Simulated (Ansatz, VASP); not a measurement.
# Cross-check of Mg2Ir between VASP and Ansatz, part 2 of 2

Wanted: the spread between two codes on one cell, functional and k mesh. The cell is generated by rule, not measured, and may not be a known phase. The cell is taken from a series of runs on this material, whose earlier steps may have relaxed, scaled, displaced or heated it; both programs get it as it stands.

VASP 6.6.1 and Ansatz 0.2.0.

So far: Set-up; Ansatz: zone-centre phonons, PBEsol.

## Step 3: VASP: zone-centre phonons, PBEsol

Level of this step: PBEsol; plane waves and PAW (Mg, Ir); invented cell (VASP).

The same cell, functional, mesh and smearing now go to VASP, with its own data sets.

Lines of VASP's logs that name or quote its potential files are left out, and so is its time.

Input file INCAR:

```
SYSTEM = Mg2Ir
PREC = Accurate
ENCUT = 600
EDIFF = 1E-08
NELM = 120
ISMEAR = 1
SIGMA = 0.15
LREAL = .FALSE.
ALGO = Normal
GGA = PS
NBANDS = 12
LASPH = .TRUE.
LORBIT = 11
LWAVE = .FALSE.
LCHARG = .FALSE.
ISIF = 2
IBRION = 8
GGA_COMPAT = .FALSE.
KPAR = 2
```

Input file POSCAR:

```
Mg2Ir
1.0
    0.0000000000      3.0772568441      3.0772568441
    3.0772568441      0.0000000000      3.0772568441
    3.0772568441      3.0772568441      0.0000000000
Mg Ir
2 1
Direct
    0.7500000000      0.7500000000      0.7500000000
    0.2500000000      0.2500000000      0.2500000000
    0.0000000000      0.0000000000      0.0000000000
```

Input file KPOINTS:

```
Automatic mesh
0
Gamma
10 10 10
0 0 0
```

The projector-augmented-wave data sets are Mg and Ir (PBE family, release 64).

Command:

```sh
$ mpirun -np 2 vasp_std
```

Numbers of over 12 decimals in the logs are rounded to 6 here.

The log of the run:

```text
[banner, memory and clock lines left out]
running    2 mpi-ranks, on    1 nodes
 distrk:  each k-point on    1 cores,    2 groups
 distr:  one band on    1 cores,    1 groups

 POSCAR found type information on POSCAR MgIr
 POSCAR found :  2 types and       3 ions
|                                                                             |
|               ----> ADVICE to this user running VASP <----                  |
|                                                                             |
|     You enforced a specific xc type in the INCAR file but a different       |
|     [... a line on the potential file left out ...]
|     I HOPE YOU KNOW WHAT YOU ARE DOING!                                     |
|                                                                             |

 LDA part: xc-table for (Slater+PW92), standard interpolation
 POSCAR, INCAR and KPOINTS ok, starting setup
 FFT: planning ... GRIDC
 FFT: planning ... GRID_SOFT
 FFT: planning ... GRID
 WAVECAR not read
 entering main loop
       N       E                     dE             d eps       ncg     rms          rms(c)
DAV:   1     0.614660135042E+02    0.61466E+02   -0.52370E+03  1128   0.966E+02
DAV:   2    -0.932803582148E+01   -0.70794E+02   -0.60755E+02  1128   0.197E+02
DAV:   3    -0.133719688402E+02   -0.40439E+01   -0.39175E+01  1424   0.485E+01
DAV:   4    -0.134245811902E+02   -0.52612E-01   -0.52582E-01  1380   0.588E+00
DAV:   5    -0.134254199333E+02   -0.83874E-03   -0.83864E-03  1424   0.780E-01    0.411E+00
DAV:   6    -0.133363808880E+02    0.89039E-01   -0.24389E-02  1352   0.180E+00    0.223E+00
DAV:   7    -0.132860419264E+02    0.50339E-01   -0.49210E-02  1272   0.269E+00    0.423E-01
DAV:   8    -0.132860519005E+02   -0.99741E-05   -0.21470E-03  1424   0.332E-01    0.919E-02
DAV:   9    -0.132859274061E+02    0.12449E-03   -0.45351E-04  1440   0.236E-01    0.263E-02
DAV:  10    -0.132859300287E+02   -0.26226E-05   -0.25755E-05  1460   0.442E-02    0.763E-03
DAV:  11    -0.132859297730E+02    0.25569E-06   -0.26127E-06  1472   0.150E-02    0.144E-03
DAV:  12    -0.132859297772E+02   -0.41348E-08   -0.14722E-07  1372   0.444E-03    0.491E-04
DAV:  13    -0.132859297822E+02   -0.50585E-08   -0.13798E-08   888   0.998E-04
   1 F= -.13285930E+02 E0= -.13285359E+02  d E =-.171179E-02
 Linear response reoptimize wavefunctions to high precision
DAV:   1    -0.132859297808E+02    0.14153E-08   -0.28697E-09  1180   0.813E-04
DAV:   2    -0.132859297808E+02   -0.20236E-10   -0.64232E-11   768   0.555E-05
 Linear response DOF=           2
 Linear response progress:
  Degree of freedom:   1/  2
       N       E                     dE             d eps       ncg     rms          rms(c)
RMM:   1    -0.283268367123E-02   -0.28327E-02   -0.22272E-03  8223   0.443E-01
RMM:   2    -0.254914473537E-02    0.28354E-03   -0.14364E-04  5709   0.148E-01    0.447E-02
RMM:   3    -0.253476529981E-02    0.14379E-04   -0.81268E-05  6643   0.547E-02    0.215E-02
RMM:   4    -0.254967103786E-02   -0.14906E-04   -0.97136E-06  6741   0.210E-02    0.815E-03
RMM:   5    -0.255758786403E-02   -0.79168E-05   -0.50738E-07  6725   0.705E-03    0.103E-03
RMM:   6    -0.255680809026E-02    0.77977E-06   -0.52278E-08  6924   0.126E-03    0.338E-04
RMM:   7    -0.255634606960E-02    0.46202E-06   -0.19357E-08  6865   0.483E-04    0.902E-05
RMM:   8    -0.255634381526E-02    0.22543E-08   -0.58817E-09  6962   0.109E-04    0.371E-05
 first order change of Fermi-energy  -0.49726E-04
 force on displaced ion       1 direction 1 :  -5.689  -0.000  -0.000
 Linear response progress:
  Degree of freedom:   2/  2
       N       E                     dE             d eps       ncg     rms          rms(c)
RMM:   1    -0.202777072783E+00   -0.20278E+00   -0.14937E-01  4274   0.276E+00
RMM:   2    -0.203897371648E+00   -0.11203E-02   -0.18005E-03  3709   0.356E-01    0.987E-02
RMM:   3    -0.204398014622E+00   -0.50064E-03   -0.21877E-04  3851   0.896E-02    0.532E-02
RMM:   4    -0.204907274525E+00   -0.50926E-03   -0.51832E-05  4010   0.479E-02    0.137E-02
RMM:   5    -0.205026027513E+00   -0.11875E-03   -0.14075E-05  4088   0.229E-02    0.390E-03
RMM:   6    -0.204960616977E+00    0.65411E-04   -0.28392E-07  3900   0.481E-03    0.493E-04
RMM:   7    -0.204960777633E+00   -0.16066E-06   -0.10591E-08  3780   0.963E-04    0.247E-04
RMM:   8    -0.204963039027E+00   -0.22614E-05   -0.70828E-09  4111   0.554E-04    0.655E-05
RMM:   9    -0.204962532972E+00    0.50605E-06   -0.98181E-10  3978   0.218E-04    0.406E-05
RMM:  10    -0.204962563513E+00   -0.30540E-07   -0.20518E-10  3650   0.949E-05    0.671E-06
RMM:  11    -0.204962495235E+00    0.68278E-07   -0.12897E-10  4210   0.351E-05    0.191E-06
RMM:  12    -0.204962513447E+00   -0.18212E-07   -0.30557E-10  4113   0.197E-05    0.113E-06
RMM:  13    -0.204962526330E+00   -0.12882E-07   -0.25285E-10  3994   0.173E-05    0.460E-07
RMM:  14    -0.204962522830E+00    0.34997E-08   -0.33331E-10  2740   0.159E-05    0.700E-08
 first order change of Fermi-energy   0.65029E-03
 force on displaced ion       3 direction 1 :  -7.059   0.000   0.000
 Linear response finished
```

Parts of OUTCAR (step 3):

```text
ion  position               nearest neighbor table
   1  0.750  0.750  0.750-   3 2.66   3 2.66   3 2.66   3 2.66   2 3.08   2 3.08   2 3.08   2 3.08
                             2 3.08   2 3.08
   2  0.250  0.250  0.250-   3 2.66   3 2.66   3 2.66   3 2.66   1 3.08   1 3.08   1 3.08   1 3.08
                             1 3.08   1 3.08
   3  0.000  0.000  0.000-   1 2.66   2 2.66   1 2.66   1 2.66   1 2.66   2 2.66   2 2.66   2 2.66

  LATTYP: Found a face centered cubic cell.
 ALAT       =     6.1545136882

 Subroutine GETGRP returns: Found 48 space group operations
 (whereof 48 operations were pure point group operations)

The static configuration has the point symmetry O_h .

 Found     47 irreducible k-points:

   k-points           NKPTS =     47   k-points in BZ     NKDIM =     47   number of bands    NBANDS=     12

   dimension x,y,z NGX =    36 NGY =   36 NGZ =   36
   dimension x,y,z NGXF=    72 NGYF=   72 NGZF=   72

   ENCUT  =  600.0 eV  44.10 Ry    6.64 a.u.   8.69  8.69  8.69*2*pi/ulx,y,z

   NELECT =      13.0000    total number of electrons

 k-points in reciprocal lattice and weights: Automatic mesh
   0.00000000  0.00000000  0.00000000       0.001
   0.10000000  0.00000000  0.00000000       0.008
   0.20000000  0.00000000  0.00000000       0.008
   0.30000000  0.00000000  0.00000000       0.008
   0.40000000  0.00000000  0.00000000       0.008
   0.50000000  0.00000000  0.00000000       0.004
   0.10000000  0.10000000  0.00000000       0.006
   0.20000000  0.10000000  0.00000000       0.024
   0.30000000  0.10000000  0.00000000       0.024
[...]
-0.30000000  0.40000000  0.20000000       0.024
  -0.30000000  0.50000000  0.20000000       0.012

 average (electrostatic) potential at core
       1 -36.9237       2 -36.9237       3 -53.3177

  Total        0.0304405      0.0304405      0.0304405      0.0000000      0.0000000      0.0000000
  in kB        0.8368371      0.8368371      0.8368371      0.0000000      0.0000000      0.0000000
  external PRESSURE =       0.8368371 kB  Pullay stress =       0.0000000 kB

  energy-cutoff  :      600.00
  volume of cell :       58.28
      direct lattice vectors                 reciprocal lattice vectors
     0.000000000  3.077256844  3.077256844    -0.162482375  0.162482375  0.162482375
     3.077256844  0.000000000  3.077256844     0.162482375 -0.162482375  0.162482375
     3.077256844  3.077256844  0.000000000     0.162482375  0.162482375 -0.162482375

 POSITION                                       TOTAL-FORCE (eV/Angst)
 -----------------------------------------------------------------------------------
      4.61589      4.61589      4.61589         0.000000      0.000000      0.000000
      1.53863      1.53863      1.53863        -0.000000     -0.000000     -0.000000
      0.00000      0.00000      0.00000        -0.000000     -0.000000     -0.000000
 -----------------------------------------------------------------------------------
    total drift:                               -0.000000      0.000000     -0.000000

 Eigenvectors and eigenvalues of the dynamical matrix
 ----------------------------------------------------

   1 f  =    8.883215 THz    55.814887 2PiTHz  296.312163 cm-1    36.738009 meV
             X         Y         Z           dx          dy          dz
      4.615885  4.615885  4.615885     0.351064   -0.613803   -0.000000
      1.538628  1.538628  1.538628    -0.351064    0.613803    0.000000
      0.000000  0.000000  0.000000     0.000000    0.000000    0.000000

   2 f  =    8.883215 THz    55.814887 2PiTHz  296.312163 cm-1    36.738009 meV
             X         Y         Z           dx          dy          dz
      4.615885  4.615885  4.615885    -0.613803   -0.351064   -0.000000
      1.538628  1.538628  1.538628     0.613803    0.351064    0.000000
      0.000000  0.000000  0.000000    -0.000000   -0.000000    0.000000

   3 f  =    8.883215 THz    55.814887 2PiTHz  296.312163 cm-1    36.738009 meV
             X         Y         Z           dx          dy          dz
      4.615885  4.615885  4.615885    -0.000000   -0.000000    0.707107
      1.538628  1.538628  1.538628    -0.000000   -0.000000   -0.707107
      0.000000  0.000000  0.000000     0.000000   -0.000000    0.000000

   4 f  =    6.669374 THz    41.904911 2PiTHz  222.466363 cm-1    27.582301 meV
             X         Y         Z           dx          dy          dz
      4.615885  4.615885  4.615885     0.000000    0.000000    0.631752
      1.538628  1.538628  1.538628     0.000000    0.000000    0.631752
      0.000000  0.000000  0.000000     0.000000    0.000000   -0.449199

   5 f  =    6.669374 THz    41.904911 2PiTHz  222.466363 cm-1    27.582301 meV
             X         Y         Z           dx          dy          dz
      4.615885  4.615885  4.615885    -0.631752    0.000000   -0.000000
      1.538628  1.538628  1.538628    -0.631752    0.000000    0.000000
      0.000000  0.000000  0.000000     0.449199    0.000000    0.000000

   6 f  =    6.669374 THz    41.904911 2PiTHz  222.466363 cm-1    27.582301 meV
             X         Y         Z           dx          dy          dz
      4.615885  4.615885  4.615885     0.000000    0.631752   -0.000000
      1.538628  1.538628  1.538628     0.000000    0.631752   -0.000000
      0.000000  0.000000  0.000000    -0.000000   -0.449199    0.000000

   7 f/i=    0.000534 THz     0.003356 2PiTHz    0.017814 cm-1     0.002209 meV
             X         Y         Z           dx          dy          dz
      4.615885  4.615885  4.615885     0.032912    0.212360    0.233901
      1.538628  1.538628  1.538628     0.032912    0.212360    0.233901
      0.000000  0.000000  0.000000     0.092574    0.597325    0.657916

   8 f/i=    0.000534 THz     0.003356 2PiTHz    0.017814 cm-1     0.002209 meV
             X         Y         Z           dx          dy          dz
      4.615885  4.615885  4.615885    -0.045490   -0.229531    0.214793
      1.538628  1.538628  1.538628    -0.045490   -0.229531    0.214793
      0.000000  0.000000  0.000000    -0.127953   -0.645623    0.604168

   9 f/i=    0.000534 THz     0.003356 2PiTHz    0.017814 cm-1     0.002209 meV
             X         Y         Z           dx          dy          dz
      4.615885  4.615885  4.615885    -0.312629    0.055754   -0.006630
      1.538628  1.538628  1.538628    -0.312629    0.055754   -0.006630
      0.000000  0.000000  0.000000    -0.879363    0.156825   -0.018649

 ELASTIC MODULI CONTR FROM IONIC RELAXATION (kBar)
 Direction    XX          YY          ZZ          XY          YZ          ZX
 --------------------------------------------------------------------------------
 XX          -0.0000     -0.0000     -0.0000      0.0000      0.0000      0.0000
 YY          -0.0000     -0.0000     -0.0000      0.0000     -0.0000     -0.0000
 ZZ          -0.0000     -0.0000     -0.0000     -0.0000     -0.0000      0.0000
 XY           0.0000      0.0000     -0.0000   -203.4031      0.0000      0.0000
 YZ           0.0000     -0.0000     -0.0000      0.0000   -203.4031     -0.0000
 ZX           0.0000     -0.0000      0.0000      0.0000     -0.0000   -203.4031
 --------------------------------------------------------------------------------
```

## Step 4: Differences

Known differences besides the potentials themselves: VASP's run holds the zone centre alone; the data sets hold 37 valence electrons in Ansatz (on its default PAW (the set named soft_2) files) and 13 in VASP; the cutoff is 420 eV in Ansatz and 600 eV in VASP; Ansatz makes its cores anew for this functional, VASP keeps those of its PBE data sets. Total energies have different zeros and are not compared.

Compared:

| quantity | Ansatz | VASP | difference |
| --- | --- | --- | --- |
| optical mode 1 to 3 (cm⁻¹) | 221.3 | 222.5 | -0.50 % |
| optical mode 4 to 6 (cm⁻¹) | 294.5 | 296.3 | -0.61 % |

Modes are paired by rising frequency, not by their patterns, so a pair may set unlike modes beside each other; they are those without the splitting of longitudinal modes.

## Step 5: Results

```
r.m.s. difference of the optical zone-centre modes, each program's sorted by frequency (zone-centre phonons, PBEsol) : 1.5 cm⁻¹
difference in optical mode 4 to 6 (zone-centre phonons, PBEsol)                                                      : -0.6 %
```

**Reading.** The r.m.s. difference of the optical zone-centre modes, each program's sorted by frequency is 1.5 cm⁻¹ (zone-centre phonons, PBEsol). The data sets hold unlike numbers of valence electrons (37 in Ansatz and 13 in VASP), so part of the differences may come from the potentials. Among the rows given in per cent, the largest difference of the zone-centre phonons, PBEsol pair is in optical mode 4 to 6, -0.6 %. Such differences can come from data sets, numerical settings and the points named under the comparisons, not from the functional's error against experiment.

[Lines on the potential files, build, host, timing and source positions are cut from VASP's logs without a mark.]

[Logs are printed without paths, hosts, clocks, repeated set-up lines and the standing remarks that a program may print on its own settings, such as how far it seeks lower states.]

[Hosts, paths, dates, database ids (printed as entryN), source tags and the programs' standing remarks are cut or masked in the printed files.]
